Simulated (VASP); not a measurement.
Here is a VASP 6.6.1 calculation.

File INCAR:

```
PREC = Accurate ; ENCUT = 520
EDIFF = 1E-6 ; ISMEAR = 0
SIGMA = 0.1 ; LREAL = F
LASPH = T ; NELM = 120
ALGO = Normal ; ISIF = 3
LWAVE = F ; LCHARG = F
GGA = PE ; IBRION = 2
NSW = 90 ; EDIFFG = -0.01
KPAR = 4
```

KPOINTS

```
Automatic mesh
0
Gamma
  16 16 10
```

Contents of POSCAR:

```
TiSn
1.0
    3.1750349600      0.0000000000      0.0000000000
   -1.5875174800      2.7496609300      0.0000000000
    0.0000000000      0.0000000000      4.5900000000
Ti Sn
1 1
Direct
    0.0000000000      0.0000000000      0.0000000000
    0.6666666700      0.3333333300      0.5000000000
```

Potentials or basis: VASP PAW PBE potentials, release 64 (Ti_sv, Sn_d).

The run is started by

```sh
$ cat potpaw_PBE.64/Ti_sv/POTCAR potpaw_PBE.64/Sn_d/POTCAR > POTCAR
$ mpirun -np 4 vasp_std > vasp.out
```

(1) Estimate the space group after relaxing (to 0.05 Å).

(2) Estimate the band gap on the k mesh.

(3) Estimate the relaxed cell.

Answers

(1) P-6m2 (No. 187).

(2) none (metal or under the smearing width).

(3) a = 3.168 Å, b = 3.168 Å, c = 4.614 Å, α = 90.00°, β = 90.00°, γ = 120.00°.
